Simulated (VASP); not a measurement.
These are PBEsol GGA, VASP's PBE PAW potentials (set 64) (plane waves; VASP) values and carry that method's errors.

VASP ran on this input.

**POSCAR**
```
K3LiCl4
1
    6.0693947085     0.0000000000     0.0000000000
    0.0000000000     6.0693947085     0.0000000000
    0.0000000000     0.0000000000     6.0693947085
Li Cl K
1 4 3
Direct
  0.0000000000   0.0000000000   0.0000000000
  0.5000000000   0.5000000000   0.5000000000
  0.0000000000   0.0000000000   0.5000000000
  0.0000000000   0.5000000000   0.0000000000
  0.5000000000   0.0000000000   0.0000000000
  0.5000000000   0.5000000000   0.0000000000
  0.5000000000   0.0000000000   0.5000000000
  0.0000000000   0.5000000000   0.5000000000
```

INCAR:
```
! general
SYSTEM = K3LiCl4
PREC   = Accurate
ENCUT  = 520   ! plane-wave cut-off (eV)
LREAL  = .False.   ! projection in real space or not
LASPH  = .True.   ! aspherical one-centre terms

! electronic loop
EDIFF  = 1E-7   ! SCF stop (eV)
NELM   = 100
ALGO   = Normal   ! blocked Davidson

! smearing
ISMEAR = -5   ! tetrahedra, Bloechl

! functional
GGA    = PS   ! PBEsol

! ions
ISIF   = 2   ! forces and stress, cell fixed

! output
LWAVE  = .False.
LCHARG = .True.
LORBIT = 11   ! lm-projected
NEDOS  = 601   ! DOS grid

! other
LEFG   = .True.
```

File KPOINTS:
```
Automatic mesh
0
Gamma
4 4 4
0 0 0
```

POTCAR, in this order: Li_sv Cl K_sv (PBE.64 set). Program: vasp_std.

What VASP printed:

**OUTCAR**
```
 ion  position               nearest neighbor table
   1  0.000  0.000  0.000-
   2  0.500  0.500  0.500-   6 3.03   7 3.03   8 3.03   6 3.03   7 3.03   8 3.03
   3  0.000  0.000  0.500-   7 3.03   8 3.03   8 3.03   7 3.03
   4  0.000  0.500  0.000-   6 3.03   8 3.03   8 3.03   6 3.03
   5  0.500  0.000  0.000-   6 3.03   7 3.03   7 3.03   6 3.03
   6  0.500  0.500  0.000-   2 3.03   4 3.03   5 3.03   2 3.03   5 3.03   4 3.03
   7  0.500  0.000  0.500-   2 3.03   3 3.03   5 3.03   5 3.03   2 3.03   3 3.03
   8  0.000  0.500  0.500-   2 3.03   3 3.03   4 3.03   4 3.03   3 3.03   2 3.03
  LATTYP: Found a simple cubic cell.
 ALAT       =     6.0693947085
 Subroutine PRICEL returns:
 Original cell was already a primitive cell.
 Subroutine GETGRP returns: Found 48 space group operations
The static configuration has the point symmetry O_h .
The dynamic configuration has the point symmetry O_h .
 Subroutine INISYM returns: Found 48 space group operations
 Subroutine IBZKPT returns following result:
 Found     10 irreducible k-points:

 Following reciprocal coordinates:
            Coordinates               Weight
  0.000000  0.000000  0.000000      1.000000
  0.250000  0.000000  0.000000      6.000000
  0.500000  0.000000  0.000000      3.000000
  0.250000  0.250000  0.000000     12.000000
  0.500000  0.250000  0.000000     12.000000
  0.500000  0.500000  0.000000      3.000000
  0.250000  0.250000  0.250000      8.000000
  0.500000  0.250000  0.250000     12.000000
  0.500000  0.500000  0.250000      6.000000
  0.500000  0.500000  0.500000      1.000000
   k-points           NKPTS =     10   k-points in BZ     NKDIM =     10   number of bands    NBANDS=     34
   number of dos      NEDOS =    601   number of ions     NIONS =      8
   total plane-waves  NPLWV = 110592
   dimension x,y,z NGX =    48 NGY =   48 NGZ =   48
   dimension x,y,z NGXF=    96 NGYF=   96 NGZF=   96
   ions per type =               1   4   3
   PREC   = accura    normal or accurate (medium, high low for compatibility)
   ISTART =      0    job   : 0-new  1-cont  2-samecut
   ICHARG =      2    charge: 1-file 2-atom 10-const
   ISPIN  =      1    spin polarized calculation?
   LNONCOLLINEAR =      F non collinear calculations
   LSORBIT =      F    spin-orbit coupling
   INIWAV =      1    electr: 0-lowe 1-rand  2-diag
   ENCUT  =  520.0 eV  38.22 Ry    6.18 a.u.  11.29 11.29 11.29*2*pi/ulx,y,z
   NELM   =    100;   NELMIN=  2; NELMDL= -5     # of ELM steps
   EDIFF  = 0.1E-06   stopping-criterion for ELM
   LREAL  =      F    real-space projection
   NLSPLINE    = F    spline interpolate recip. space projectors
   LMAXMIX     =    2 max onsite mixed and CHGCAR
   VOSKOWN=      0    Vosko Wilk Nusair interpolation
   EDIFFG = 0.1E-05   stopping-criterion for IOM
   NSW    =      0    number of steps for IOM
   NBLOCK =      1;   KBLOCK =      1    inner block; outer block
   IBRION =     -1    ionic relax: 0-MD 1-quasi-New 2-CG
   NFREE  =      0    steps in history (QN), initial steepest desc. (CG)
   ISIF   =      2    stress and relaxation
   ISYM   =      2    0-nonsym 1-usesym 2-fastsym
   TEIN   =    0.0    initial temperature
   TEBEG  =    0.0;   TEEND  =   0.0 temperature during run
   SMASS  =  -3.00    Nose mass-parameter (am)
   PSTRESS=    0.0 pullay stress
   NELECT =      58.0000    total number of electrons
   EFERMI =   0.00;   METHOD = LEGACY
   ISMEAR =    -5;   SIGMA  =   0.20  broadening in eV -4-tet -1-fermi 0-gaus
   IALGO  =     38    algorithm
   LDIAG  =      T    sub-space diagonalisation (order eigenvalues)
   IMIX   =      4    mixing-type and parameters
     AMIX     =   0.40;   BMIX     =  1.00
     AMIX_MAG =   1.60;   BMIX_MAG =  1.00
     AMIN     =   0.10
   GGA     = PS    functional components
   VOSKOWN =     0    Vosko Wilk Nusair interpolation
   LHFCALC =     F    Hartree Fock is set to
...
```

### OSZICAR
```
       N       E                     dE             d eps       ncg     rms          rms(c)
DAV:   1     0.475035525635E+03    0.47504E+03   -0.25792E+04   680   0.153E+03
DAV:   2     0.157409628714E+02   -0.45929E+03   -0.45328E+03   880   0.380E+02
DAV:   3    -0.272843014187E+02   -0.43025E+02   -0.42963E+02   894   0.108E+02
DAV:   4    -0.287739478734E+02   -0.14896E+01   -0.14870E+01  1128   0.211E+01
DAV:   5    -0.288525473469E+02   -0.78599E-01   -0.78585E-01  1046   0.325E+00    0.733E+00
DAV:   6    -0.279729171541E+02    0.87963E+00   -0.21094E+00   792   0.514E+00    0.570E+00
DAV:   7    -0.279189779948E+02    0.53939E-01   -0.65149E-01   928   0.294E+00    0.316E+00
DAV:   8    -0.279449737120E+02   -0.25996E-01   -0.12501E-01   952   0.190E+00    0.666E-01
DAV:   9    -0.279443362926E+02    0.63742E-03   -0.15039E-02  1032   0.506E-01    0.215E-01
DAV:  10    -0.279462654163E+02   -0.19291E-02   -0.43597E-03   892   0.302E-01    0.823E-02
DAV:  11    -0.279463429923E+02   -0.77576E-04   -0.47883E-04  1016   0.107E-01    0.494E-02
DAV:  12    -0.279463406562E+02    0.23361E-05   -0.20063E-04   950   0.662E-02    0.143E-02
DAV:  13    -0.279463393009E+02    0.13553E-05   -0.34271E-05   864   0.249E-02    0.119E-02
DAV:  14    -0.279463390946E+02    0.20629E-06   -0.48844E-06   872   0.105E-02    0.433E-03
DAV:  15    -0.279463392483E+02   -0.15372E-06   -0.58163E-07   792   0.377E-03    0.186E-03
DAV:  16    -0.279463392740E+02   -0.25749E-07   -0.90578E-08   558   0.184E-03
   1 F= -.27946339E+02 E0= -.27946339E+02  d E =0.000000E+00
```

### OUTCAR
```
------------------------ aborting loop because EDIFF is reached ----------------------------------------
  FORCE on cell =-STRESS in cart. coord.  units (eV):
  Direction    XX          YY          ZZ          XY          YZ          ZX
  --------------------------------------------------------------------------------------
  Total       -0.0169540     -0.0169540     -0.0169540     -0.0000000      0.0000000      0.0000000
  in kB       -0.1214917     -0.1214917     -0.1214917     -0.0000000      0.0000000      0.0000000
  external PRESSURE =      -0.1214917 kB  Pullay stress =       0.0000000 kB
  volume of cell :      223.58
      direct lattice vectors                 reciprocal lattice vectors
     6.069394708  0.000000000  0.000000000     0.164761076  0.000000000  0.000000000
     0.000000000  6.069394708  0.000000000     0.000000000  0.164761076  0.000000000
     0.000000000  0.000000000  6.069394708     0.000000000  0.000000000  0.164761076
 POSITION                                       TOTAL-FORCE (eV/Angst)
 -----------------------------------------------------------------------------------
      0.00000      0.00000      0.00000         0.000000      0.000000      0.000000
      3.03470      3.03470      3.03470         0.000000      0.000000      0.000000
      0.00000      0.00000      3.03470         0.000000      0.000000      0.000000
      0.00000      3.03470      0.00000         0.000000      0.000000      0.000000
      3.03470      0.00000      0.00000         0.000000      0.000000      0.000000
      3.03470      3.03470      0.00000         0.000000      0.000000      0.000000
      3.03470      0.00000      3.03470         0.000000      0.000000      0.000000
      0.00000      3.03470      3.03470         0.000000      0.000000      0.000000
 -----------------------------------------------------------------------------------
    total drift:                                0.000000      0.000000      0.000000
  FREE ENERGIE OF THE ION-ELECTRON SYSTEM (eV)
  ---------------------------------------------------
  free  energy   TOTEN  =       -27.9463392740 eV

  energy  without entropy=      -27.9463392740  energy(sigma->0) =      -27.94633927

 total charge

# of ion       s       p       d       tot
------------------------------------------
    1        1.993   0.013   0.000   2.006
    2        1.579   3.560   0.000   5.138
    3        1.579   3.537   0.000   5.116
    4        1.579   3.537   0.000   5.116
    5        1.579   3.537   0.000   5.116
    6        1.959   5.576   0.034   7.569
    7        1.959   5.576   0.034   7.569
    8        1.959   5.576   0.034   7.569
--------------------------------------------------
tot         14.186  30.910   0.101  45.197

 Electric field gradients after diagonalization (V/A^2)
 (convention: |V_zz| > |V_xx| > |V_yy|)
----------------------------------------------------------------------
 ion       V_xx      V_yy      V_zz     asymmetry (V_yy - V_xx)/ V_zz
----------------------------------------------------------------------
   1      -0.000     0.000     0.000       1.470
   2       0.000    -0.000     0.000      -1.006
   3     -20.974   -20.974    41.948       0.000
   4     -20.974   -20.974    41.948       0.000
   5     -20.974   -20.974    41.948       0.000
   6       0.170     0.170    -0.340       0.000
   7       0.170     0.170    -0.340       0.000
   8       0.170     0.170    -0.340       0.000
```
(Selected blocks of OUTCAR.)

The structure was generated: K3LiCl4 was put into an ordered model structure (Pm-3m), which need not be its known phase. It was relaxed first.
